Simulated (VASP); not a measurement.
Shape and ions are relaxed at each volume.

Energy against volume of ZnO (wurtzite). These are optB86b-vdW, VASP's PBE PAW potentials (set 64) (plane waves; VASP 6.6.1) values and carry that method's errors.

```tsv
V (Å³/atom)	E (eV/atom)
11.376	-2.18512
11.739	-2.20133
12.102	-2.20646
12.465	-2.20217
12.828	-2.18992
```

Problem. Fit a third-order Birch-Murnaghan equation of state.

Solution. 
```yaml
volume_per_atom: 12.11 Å^3/atom
bulk_modulus: 138 GPa
pressure_derivative_of_the_bulk_modulus: 4.50
```

Measured: bulk modulus 143 GPa (computed value off by -3.7 %), as given by Cormac Toher et al., Physical Review Materials (2017), arXiv:1611.05714. The calculation is for a static lattice, while the measured bulk modulus holds thermal and zero-point effects, which are part of the difference.

The compound is ZnO in the wurtzite structure. It was relaxed first.
